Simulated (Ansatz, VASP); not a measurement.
# Hf2Ge (Hf2Ge (I4/mcm)): VASP beside Ansatz, part 2 of 2

One calculation is typed for both programs; each brings its own data sets. How far apart do they land? The cell is taken from a series of runs on this material, whose earlier steps may have relaxed, scaled, displaced or heated it; both programs get it as it stands.

VASP 6.6.1 and Ansatz 0.2.0.

So far: Starting point; Ansatz: relaxation of cell and atoms, r2SCAN.

### Step 3. VASP: relaxation of cell and atoms, r2SCAN

Level of this step: r2SCAN; plane waves and PAW (Hf_pv, Ge_d) (VASP).

The same cell, functional, mesh and smearing now go to VASP, with its own data sets.

Lines of VASP's logs that name or quote its potential files are left out, and so is its time.

INCAR reads:

```
SYSTEM = Hf2Ge
PREC = Accurate
ENCUT = 550
EDIFF = 1E-07
NELM = 120
ISMEAR = -1
SIGMA = 0.05
LREAL = .FALSE.
ALGO = Normal
METAGGA = R2SCAN
LASPH = .TRUE.
NBANDS = 42
LORBIT = 11
LWAVE = .FALSE.
LCHARG = .FALSE.
ISIF = 3
IBRION = 2
NSW = 80
EDIFFG = -0.005
GGA_COMPAT = .FALSE.
NELMIN = 4
LMIXTAU = .TRUE.
KPAR = 2
```

POSCAR reads:

```
Hf2Ge
1.0
   -3.2902740000      3.2902740000      2.6464730000
    3.2902740000     -3.2902740000      2.6464730000
    3.2902740000      3.2902740000     -2.6464730000
Hf Ge
4 2
Direct
    0.8442391120      0.6557608880      0.5000000000
    0.3442391120      0.8442391120      0.1884782240
    0.1557608880      0.3442391120      0.5000000000
    0.6557607360      0.1557608880      0.8115216240
    0.7499999055      0.7499999055      0.0000000000
    0.2499999055      0.2499999055      0.0000000000
```

KPOINTS reads:

```
Automatic mesh
0
Gamma
9 9 9
0 0 0
```

The projector-augmented-wave data sets are Hf_pv and Ge_d (PBE family, release 64).

On the command line:

```console
> mpirun -np 2 vasp_std
```

Numbers of over 12 decimals in the logs are rounded to 6 here.

What it wrote:

```text
[banner, memory and clock lines left out]
running    2 mpi-ranks, on    1 nodes
 distrk:  each k-point on    1 cores,    2 groups
 distr:  one band on    1 cores,    1 groups

 POSCAR found type information on POSCAR HfGe
 POSCAR found :  2 types and       6 ions
|                                                                             |
|               ----> ADVICE to this user running VASP <----                  |
|                                                                             |
|     You enforced a specific xc type in the INCAR file but a different       |
|     [... a line on the potential file left out ...]
|     I HOPE YOU KNOW WHAT YOU ARE DOING!                                     |
|                                                                             |

 LDA part: xc-table for (None), standard interpolation
 POSCAR, INCAR and KPOINTS ok, starting setup
 FFT: planning ... GRIDC
 FFT: planning ... GRID_SOFT
 FFT: planning ... GRID
 WAVECAR not read
 entering main loop
       N       E                     dE             d eps       ncg     rms          rms(c)
DAV:   1     0.484227636343E+03    0.48423E+03   -0.36438E+04  7816   0.342E+03
DAV:   2    -0.121922976868E+03   -0.60615E+03   -0.58724E+03  6324   0.832E+02
DAV:   3    -0.220366811135E+03   -0.98444E+02   -0.95616E+02  7226   0.190E+02
DAV:   4    -0.226737680381E+03   -0.63709E+01   -0.62398E+01  7960   0.493E+01
DAV:   5    -0.226939661797E+03   -0.20198E+00   -0.20146E+00  7816   0.937E+00    0.102E+02
DAV:   6    -0.213766959769E+03    0.13173E+02   -0.39775E+00  8050   0.127E+01    0.595E+01
DAV:   7    -0.207690055951E+03    0.60769E+01   -0.53129E+00  7170   0.120E+01    0.618E+00
DAV:   8    -0.214805398599E+03   -0.71153E+01   -0.39871E+00  6956   0.112E+01    0.134E+01
DAV:   9    -0.213184615722E+03    0.16208E+01   -0.47230E-01  7648   0.553E+00    0.200E+00
DAV:  10    -0.212646790359E+03    0.53783E+00   -0.16385E-01  6700   0.283E+00    0.280E+00
DAV:  11    -0.212654554719E+03   -0.77644E-02   -0.94524E-03  7800   0.588E-01    0.239E+00
DAV:  12    -0.212673917668E+03   -0.19363E-01   -0.15183E-01  6826   0.250E+00    0.241E+00
DAV:  13    -0.212698619304E+03   -0.24702E-01   -0.95710E-03  7208   0.533E-01    0.995E-01
DAV:  14    -0.212705801108E+03   -0.71818E-02   -0.40187E-03  7352   0.504E-01    0.637E-01
DAV:  15    -0.212704347503E+03    0.14536E-02   -0.19110E-03  6800   0.225E-01    0.315E-01
DAV:  16    -0.212704316241E+03    0.31262E-04   -0.95190E-05  7736   0.547E-02    0.293E-01
DAV:  17    -0.212704312044E+03    0.41971E-05   -0.61325E-06  8350   0.127E-02    0.255E-01
DAV:  18    -0.212704237405E+03    0.74639E-04   -0.40095E-05  6970   0.313E-02    0.141E-01
DAV:  19    -0.212704292873E+03   -0.55468E-04   -0.33930E-05  6896   0.392E-02    0.835E-02
DAV:  20    -0.212704300385E+03   -0.75125E-05   -0.49803E-06  7502   0.171E-02    0.282E-02
DAV:  21    -0.212704298653E+03    0.17318E-05   -0.32966E-06  7172   0.105E-02    0.182E-02
DAV:  22    -0.212704300356E+03   -0.17030E-05   -0.26786E-07  6144   0.381E-03    0.937E-03
DAV:  23    -0.212704299693E+03    0.66354E-06   -0.93374E-07  7296   0.535E-03    0.163E-03
DAV:  24    -0.212704299646E+03    0.47001E-07   -0.19913E-07  5340   0.219E-03
   1 F= -.21270430E+03 E0= -.21269553E+03  d E =-.212704E+03
[...]
2 F= -.21270479E+03 E0= -.21269598E+03  d E =-.488429E-03
[...]
3 F= -.21270480E+03 E0= -.21269597E+03  d E =-.499793E-03
[...]
4 F= -.21270480E+03 E0= -.21269598E+03  d E =-.504926E-03
 curvature:  -0.63 expect dE=-0.173E-04 dE for cont linesearch -0.842E-08
 trial: gam= 0.03613 g(F)=  0.805E-05 g(S)=  0.195E-04 ort =-0.339E-05 (trialstep = 0.105E+01)
 search vector abs. value=  0.284E-04
 bond charge predicted
       N       E                     dE             d eps       ncg     rms          rms(c)
DAV:   1    -0.212704857706E+03   -0.53205E-04   -0.53267E-03  6660   0.499E-01    0.125E-01
DAV:   2    -0.212704829468E+03    0.28237E-04   -0.34558E-04  7940   0.131E-01    0.333E-02
DAV:   3    -0.212704816779E+03    0.12690E-04   -0.19790E-05  8306   0.351E-02    0.202E-02
DAV:   4    -0.212704811759E+03    0.50193E-05   -0.98630E-06  9062   0.195E-02    0.996E-03
DAV:   5    -0.212704812050E+03   -0.29029E-06   -0.16603E-06  7494   0.845E-03    0.604E-03
DAV:   6    -0.212704812449E+03   -0.39907E-06   -0.57913E-07  7154   0.526E-03    0.112E-03
DAV:   7    -0.212704812305E+03    0.14390E-06   -0.23112E-07  5448   0.331E-03    0.637E-04
DAV:   8    -0.212704812340E+03   -0.35096E-07   -0.29862E-08  3598   0.112E-03
   5 F= -.21270481E+03 E0= -.21269601E+03  d E =-.776858E-05
 trial-energy change:   -0.000008  1 .order   -0.000009   -0.000029    0.000011
 step:   0.7217(harm=  0.7683)  dis= 0.00021  next Energy=  -212.704814 (dE=-0.946E-05)
 reached required accuracy - stopping structural energy minimisation
```

OUTCAR, selected parts (step 3):

```text
ion  position               nearest neighbor table
   1  0.844  0.656  0.500-   6 2.82   5 2.82   5 2.82   6 2.82   3 2.90   3 3.17   3 3.17   4 3.35
                             4 3.35   2 3.35   2 3.35   2 3.52   2 3.52   4 3.52   4 3.52
   2  0.344  0.844  0.188-   5 2.82   6 2.82   6 2.82   5 2.82   4 2.90   4 3.17   4 3.17   3 3.35
                             1 3.35   1 3.35   3 3.35   1 3.52   3 3.52   1 3.52   3 3.52
   3  0.156  0.344  0.500-   5 2.82   6 2.82   6 2.82   5 2.82   1 2.90   1 3.17   1 3.17   2 3.35
                             2 3.35   4 3.35   4 3.35   4 3.52   2 3.52   2 3.52   4 3.52
   4  0.656  0.156  0.812-   5 2.82   6 2.82   6 2.82   5 2.82   2 2.90   2 3.17   2 3.17   1 3.35
                             1 3.35   3 3.35   3 3.35   3 3.52   1 3.52   1 3.52   3 3.52
   5  0.750  0.750  0.000-   6 2.65   6 2.65   4 2.82   3 2.82   1 2.82   2 2.82   1 2.82   3 2.82
                             2 2.82   4 2.82
   6  0.250  0.250  0.000-   5 2.65   5 2.65   1 2.82   3 2.82   2 2.82   4 2.82   1 2.82   3 2.82
                             2 2.82   4 2.82

  LATTYP: Found a body centered tetragonal cell.
 ALAT       =     6.5805480000
 C/A-ratio  =     0.8043321012

 Subroutine GETGRP returns: Found 16 space group operations
 (whereof  8 operations were pure point group operations)

The static configuration has the point symmetry C_4h.
 The point group associated with its full space group is D_4h.

 Found     75 irreducible k-points:

   k-points           NKPTS =     75   k-points in BZ     NKDIM =     75   number of bands    NBANDS=     42

   dimension x,y,z NGX =    42 NGY =   42 NGZ =   42
   dimension x,y,z NGXF=    84 NGYF=   84 NGZF=   84

   ENCUT  =  550.0 eV  40.42 Ry    6.36 a.u.  10.24 10.24 10.24*2*pi/ulx,y,z

   NELECT =      68.0000    total number of electrons

 k-points in reciprocal lattice and weights: Automatic mesh
   0.00000000  0.00000000  0.00000000       0.001
   0.11111111  0.00000000  0.00000000       0.011
   0.22222222  0.00000000 -0.00000000       0.011
   0.33333333 -0.00000000  0.00000000       0.011
   0.44444444  0.00000000 -0.00000000       0.011
   0.11111111  0.11111111 -0.00000000       0.011
   0.22222222  0.11111111  0.00000000       0.022
   0.33333333  0.11111111 -0.00000000       0.022
   0.44444444  0.11111111 -0.00000000       0.022
[...]
-0.44444444  0.44444444  0.44444444       0.005
  -0.44444444 -0.44444444  0.44444444       0.003

 average (electrostatic) potential at core
       1 -41.8905       2 -41.8905       3 -41.8905       4 -41.8905       5 -77.7433
       6 -77.7433

 E-fermi :   5.7700

 k-point     1 :       0.0000    0.0000    0.0000
  band No.  band energies     occupation
    ...
     30       4.0017      2.00000
     31       4.4224      2.00000
     32       4.4224      2.00000
     33       4.5303      2.00000
     34       4.8115      2.00000
     35       7.8127      0.00000
     36       7.9229      0.00000
     37       8.0601      0.00000
     38       8.4878      0.00000
     39       8.4878      0.00000
    ...

 k-point     2 :       0.1111    0.0000    0.0000
  band No.  band energies     occupation
    ...
     30       3.8888      2.00000
     31       4.1795      2.00000
     32       4.5234      2.00000
     33       4.5421      2.00000
     34       5.1262      1.99999
     35       7.6904      0.00000
     36       7.7684      0.00000
     37       7.7996      0.00000
     38       8.4861      0.00000
     39       8.5432      0.00000
    ...

 k-point     3 :       0.2222    0.0000   -0.0000
  band No.  band energies     occupation
    ...
     30       3.6783      2.00000
     31       4.1399      2.00000
     32       4.6939      2.00000
     33       4.7905      2.00000
     34       5.3881      1.99904
     35       7.1366      0.00000
     36       7.2333      0.00000
     37       7.6298      0.00000
     38       8.6600      0.00000
     39       8.7034      0.00000
    ...

  Total        0.0215218      0.0215218      0.0125261      0.0000000      0.0000000      0.0000000
  in kB        0.3009648      0.3009648      0.1751668      0.0000000      0.0000000      0.0000000
  external PRESSURE =       0.2590321 kB  Pullay stress =       0.0000000 kB

  energy-cutoff  :      550.00
  volume of cell :      114.57
      direct lattice vectors                 reciprocal lattice vectors
    -3.292193948  3.292193948  2.642666345     0.000000000  0.151874406  0.189202848
     3.292193948 -3.292193948  2.642666345     0.151874406  0.000000000  0.189202848
     3.292193948  3.292193948 -2.642666345     0.151874406  0.151874406  0.000000000

 POSITION                                       TOTAL-FORCE (eV/Angst)
 -----------------------------------------------------------------------------------
      1.02302      2.26918      2.64267         0.000977     -0.000977      0.000000
      2.26918     -1.02302      2.64267        -0.000977     -0.000977      0.000000
      2.26918      1.02302      0.00000        -0.000977      0.000977      0.000000
      1.02302      4.31521      0.00000         0.000977      0.000977     -0.000000
      0.00000      0.00000      3.96400        -0.000000     -0.000000     -0.000000
      0.00000      0.00000      1.32133         0.000000     -0.000000     -0.000000
 -----------------------------------------------------------------------------------
    total drift:                                0.000101      0.000206     -0.000054

  FREE ENERGIE OF THE ION-ELECTRON SYSTEM (eV)
  ---------------------------------------------------
  free  energy   TOTEN  =      -212.7048123400 eV

  energy  without entropy=     -212.6872152087  energy(sigma->0) =     -212.69601377

 reached required accuracy - stopping structural energy minimisation

 total charge
# of ion       s       p       d       tot
------------------------------------------
    1        0.333   6.444   1.547   8.324
    2        0.333   6.444   1.547   8.324
    3        0.333   6.444   1.547   8.324
    4        0.333   6.444   1.547   8.324
    5        1.097   1.456  10.052  12.604
    6        1.097   1.456  10.052  12.604
--------------------------------------------------
tot          3.526  28.690  26.289  58.505

[... 3 further parts left out ...]
```

### Step 4. Comparison

Known differences besides the potentials themselves: VASP keeps PBE cores, Ansatz makes them for the functional; the data sets hold 132 valence electrons in Ansatz (on its default PAW (the set named soft_2) files) and 68 in VASP; the cutoff is 500 eV in Ansatz and 550 eV in VASP; Ansatz adds a Pulay correction to the stress that steers its cell, VASP none. Total energies have different zeros and are not compared.

Compared:

```csv
quantity,Ansatz,VASP,difference
volume (Å³),115.18,114.57,+0.53 %
"edge a after relaxation, in the typed setting (Å)",5.363,5.354,+0.18 %
```

### Step 5. What came out

- difference in volume (relaxation of cell and atoms, r2SCAN): 0.53 %

The difference in volume is 0.53 % (relaxation of cell and atoms, r2SCAN), within the 1.2 % picked in this series as the mark of a large difference, as far as the stopping tolerances let one tell. The data sets hold unlike numbers of valence electrons (132 in Ansatz and 68 in VASP), so part of the differences comes from the potentials. How closely two codes agree says nothing of how well the functional describes the real material.

[Lines on the potential files, build, host, timing and source positions are cut from VASP's logs without a mark.]

[Logs are printed without paths, hosts, clocks, repeated set-up lines and the standing remarks that a program may print on its own settings, such as how far it seeks lower states.]

[Hosts, paths, dates, database ids (printed as entryN), source tags and the programs' standing remarks are cut or masked in the printed files.]
